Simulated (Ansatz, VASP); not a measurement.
## Cross-check of Si2WN4 between VASP and Ansatz

One calculation is typed for both programs; each brings its own data sets. How far apart do they land? The cell is taken from a series of runs on this material, whose earlier steps may have relaxed, scaled, displaced or heated it; both programs get it as it stands.

Method: plane waves, with VASP 6.6.1 beside it; single point at HSE06, in Ansatz 0.2.0.

## 1. Set-up

The cell holds 7 atoms: 1 W, 4 N and 2 Si. Cell: a = 2.914 Å, b = 2.958 Å, c = 37.200 Å, α = 90.0°, β = 90.0°, γ = 119.5°. Vacuum lies along c.

As a file:

```xyz
7
Lattice="2.9140 0.0000 0.0000 -1.4570 2.5740 0.0000 0.0000 0.0000 37.2000" Properties=species:S:1:pos:R:3
W     0.0000    0.0141   18.6000
N     0.0000    1.7261   19.8454
N     0.0000    1.7261   17.3546
N     1.4570    0.8450   22.0870
N     1.4570    0.8450   15.1130
Si    0.0000    1.7120   21.5949
Si    0.0000    1.7120   15.6051
```

## 2. VASP: single point, HSE06

With cell and atoms fixed, the geometry can't cause a difference; cores, projectors, grids and the points listed under the comparison can.

Lines of VASP's logs that name or quote its potential files are left out, and so is its time.

The run reads the wave functions of an earlier VASP run, which isn't shown here.

The input, INCAR:

```
SYSTEM = Si2WN4
PREC = Accurate
ENCUT = 520
EDIFF = 1E-06
NELM = 100
ISMEAR = 0
SIGMA = 0.01
LREAL = .FALSE.
ALGO = Normal
LHFCALC = .TRUE.
AEXX = 0.25
GGA = PE
HFSCREEN = 0.208
LASPH = .TRUE.
NBANDS = 24
PRECFOCK = Fast
LORBIT = 11
LWAVE = .FALSE.
LCHARG = .FALSE.
KPAR = 4
NCORE = 2
ISIF = 2
LDIPOL = .TRUE.
IDIPOL = 3
DIPOL = 0.5 0.5 0.5
LVHAR = .TRUE.
```

The input, POSCAR:

```
Si2WN4
1.0
    2.9139614646      0.0000000000      0.0000000000
   -1.4569807323      2.5740359471      0.0000000000
    0.0000000000      0.0000000000     37.2000000000
W N Si
1 4 2
Direct
    0.0027454943      0.0054909885      0.5000000000
    0.3352829491      0.6705658982      0.5334788540
    0.3352829491      0.6705658982      0.4665211460
    0.6641348327      0.3282696653      0.5937352975
    0.6641348327      0.3282696653      0.4062647025
    0.3325428045      0.6650856089      0.5805088618
    0.3325428045      0.6650856089      0.4194911382
```

The input, KPOINTS:

```
Automatic mesh
0
Gamma
6 6 1
0 0 0
```

PAW data sets: W, N and Si (PBE family, release 64).

On the command line:

```
mpirun -np 8 vasp_std
```

Numbers of over 12 decimals in the logs are rounded to 6 here.

Output:

```text
[banner, memory and clock lines left out]
running    8 mpi-ranks, on    1 nodes
 distrk:  each k-point on    2 cores,    4 groups
 distr:  one band on    2 cores,    1 groups

 POSCAR found type information on POSCAR W N Si
 POSCAR found :  3 types and       7 ions
 LDA part: xc-table for (Slater+PW92), standard interpolation
 found WAVECAR, reading the header
 POSCAR, INCAR and KPOINTS ok, starting setup
 FFT: planning ... GRIDC
 FFT: planning ... GRID_SOFT
 FFT: planning ... GRID
 reading WAVECAR
 the WAVECAR file was read successfully
 initial charge from wavefunction
 entering main loop
       N       E                     dE             d eps       ncg     rms          rms(c)
DAV:   1    -0.758568624718E+02   -0.75857E+02   -0.17225E+00   800   0.127E+01    0.109E+01
DAV:   2    -0.758597760604E+02   -0.29136E-02   -0.50985E-02   760   0.144E+00    0.647E+00
DAV:   3    -0.758562667855E+02    0.35093E-02   -0.68660E-03   832   0.542E-01    0.382E+00
DAV:   4    -0.758551797510E+02    0.10870E-02   -0.18505E-03   792   0.273E-01    0.231E+00
DAV:   5    -0.758548589246E+02    0.32083E-03   -0.46362E-04   808   0.149E-01    0.136E+00
DAV:   6    -0.758547584436E+02    0.10048E-03   -0.13329E-04   816   0.939E-02    0.782E-01
DAV:   7    -0.758547345754E+02    0.23868E-04   -0.57184E-05   840   0.546E-02    0.452E-01
DAV:   8    -0.758547284272E+02    0.61482E-05   -0.86140E-06   832   0.209E-02    0.266E-01
DAV:   9    -0.758547265175E+02    0.19096E-05   -0.22134E-06   632   0.101E-02    0.157E-01
DAV:  10    -0.758547262150E+02    0.30255E-06   -0.11115E-06   608   0.729E-03
   1 F= -.75854726E+02 E0= -.75854726E+02  d E =-.272345E-23
```

OUTCAR, selected parts (step 2):

```text
ion  position               nearest neighbor table
   1  0.003  0.005  0.500-   2 2.10   3 2.10   2 2.10   3 2.10   2 2.12   3 2.12
   2  0.335  0.671  0.533-   6 1.75   1 2.10   1 2.10   1 2.12
   3  0.335  0.671  0.467-   7 1.75   1 2.10   1 2.10   1 2.12
   4  0.664  0.328  0.594-   6 1.77   6 1.77   6 1.78
   5  0.664  0.328  0.406-   7 1.77   7 1.77   7 1.78
   6  0.333  0.665  0.581-   2 1.75   4 1.77   4 1.77   4 1.78
   7  0.333  0.665  0.419-   3 1.75   5 1.77   5 1.77   5 1.78

  LATTYP: Found a base centered orthorhombic cell.
 ALAT       =     2.9139614646
 B/A-ratio  =     1.7666918237
 C/A-ratio  =    12.7661262690

 Subroutine GETGRP returns: Found  4 space group operations
 (whereof  4 operations were pure point group operations)

The static configuration has the point symmetry C_2v.

 Found     13 irreducible k-points:

   k-points           NKPTS =     13   k-points in BZ     NKDIM =     36   number of bands    NBANDS=     24

   dimension x,y,z NGX =    24 NGY =   24 NGZ =  280
   dimension x,y,z NGXF=    48 NGYF=   48 NGZF=  560

   ENCUT  =  520.0 eV  38.22 Ry    6.18 a.u.   5.42  5.50 69.17*2*pi/ulx,y,z

   NELECT =      34.0000    total number of electrons

 k-points in reciprocal lattice and weights: Automatic mesh
   0.00000000  0.00000000  0.00000000       0.028
   0.16666667  0.00000000  0.00000000       0.111
   0.33333333  0.00000000  0.00000000       0.111
   0.50000000  0.00000000  0.00000000       0.056
   0.00000000  0.16666667  0.00000000       0.056
   0.16666667  0.16666667  0.00000000       0.111
   0.33333333  0.16666667  0.00000000       0.111
   0.50000000  0.16666667  0.00000000       0.111
  -0.33333333  0.16666667  0.00000000       0.056
   0.00000000  0.33333333  0.00000000       0.056
   0.16666667  0.33333333  0.00000000       0.111
   0.33333333  0.33333333  0.00000000       0.056
   0.00000000  0.50000000  0.00000000       0.028

  exchange ACFDT corr.  =         0.00000000  see jH, gK, PRB 81, 115126

 dipolmoment           0.000000      0.000000      0.000000 electrons x Angstroem

 average (electrostatic) potential at core
       1 -43.8642       2 -65.6257       3 -65.6257       4 -65.6562       5 -65.6562
       6 -88.5318       7 -88.5318

 E-fermi :  -2.1071

 k-point     1 :       0.0000    0.0000    0.0000
  band No.  band energies     occupation
    ...
     13      -6.5425      2.00000
     14      -5.4264      2.00000
     15      -5.3144      2.00000
     16      -5.1814      2.00000
     17      -2.1745      2.00000
     18       1.3268      0.00000
     19       1.5912      0.00000
     20       2.1181      0.00000
     21       2.1245      0.00000
     22       2.2317      0.00000
    ...

 k-point     2 :       0.1667    0.0000    0.0000
  band No.  band energies     occupation
    ...
     13      -6.4493      2.00000
     14      -5.9279      2.00000
     15      -5.8529      2.00000
     16      -5.0697      2.00000
     17      -2.8961      2.00000
     18       1.2994      0.00000
     19       1.4411      0.00000
     20       2.0641      0.00000
     21       2.9184      0.00000
     22       3.3180      0.00000
    ...

 k-point     3 :       0.3333    0.0000    0.0000
  band No.  band energies     occupation
    ...
     13      -6.7766      2.00000
     14      -6.0162      2.00000
     15      -5.4872      2.00000
     16      -5.0103      2.00000
     17      -3.7486      2.00000
     18       1.6049      0.00000
     19       1.6638      0.00000
     20       1.8206      0.00000
     21       2.6240      0.00000
     22       3.4752      0.00000
    ...

  Total       -5.5718479     -9.4142730     -3.4468699      0.0000000      0.0000000      0.0000000
  in kB      -31.9939958    -54.0575075    -19.7922022      0.0000000      0.0000000      0.0000000
  external PRESSURE =     -35.2812352 kB  Pullay stress =       0.0000000 kB

  energy-cutoff  :      520.00
  volume of cell :      279.02
      direct lattice vectors                 reciprocal lattice vectors
     2.913961465  0.000000000  0.000000000     0.343175437  0.194247481  0.000000000
    -1.456980732  2.574035947  0.000000000     0.000000000  0.388494963  0.000000000
     0.000000000  0.000000000 37.200000000     0.000000000  0.000000000  0.026881720

 POSITION                                       TOTAL-FORCE (eV/Angst)
 -----------------------------------------------------------------------------------
      0.00000      0.01413     18.60000        -0.000000     -0.021360      0.000000
     -0.00000      1.72606     19.84541        -0.000000      0.006754     -0.189902
     -0.00000      1.72606     17.35459        -0.000000      0.006754      0.189902
      1.45698      0.84498     22.08695        -0.000000      0.015827     -0.363129
      1.45698      0.84498     15.11305        -0.000000      0.015827      0.363129
      0.00000      1.71195     21.59493         0.000000     -0.011901     -0.063348
      0.00000      1.71195     15.60507         0.000000     -0.011901      0.063348
 -----------------------------------------------------------------------------------
    total drift:                                0.000002     -0.000286     -0.000016

  FREE ENERGIE OF THE ION-ELECTRON SYSTEM (eV)
  ---------------------------------------------------
  free  energy   TOTEN  =       -75.8547262150 eV

  energy  without entropy=      -75.8547262150  energy(sigma->0) =      -75.85472621

 vacuum level on the upper side and lower side of the slab         3.373         3.373

 total charge
# of ion       s       p       d       tot
------------------------------------------
    1        0.686   0.886   4.494   6.066
    2        1.235   2.584   0.000   3.819
    3        1.235   2.584   0.000   3.819
    4        1.222   2.670   0.000   3.892
    5        1.222   2.670   0.000   3.892
    6        0.684   0.948   0.000   1.632
    7        0.684   0.948   0.000   1.632
--------------------------------------------------
tot          6.970  13.289   4.494  24.753

[... 3 further parts left out ...]
```

(Part 1 of 2 ends here.)

[Lines on the potential files, build, host, timing and source positions are cut from VASP's logs without a mark.]

[Logs are printed without paths, hosts, clocks, repeated set-up lines and the standing remarks that a program may print on its own settings, such as how far it seeks lower states.]

[Hosts, paths, dates, database ids (printed as entryN), source tags and the programs' standing remarks are cut or masked in the printed files.]
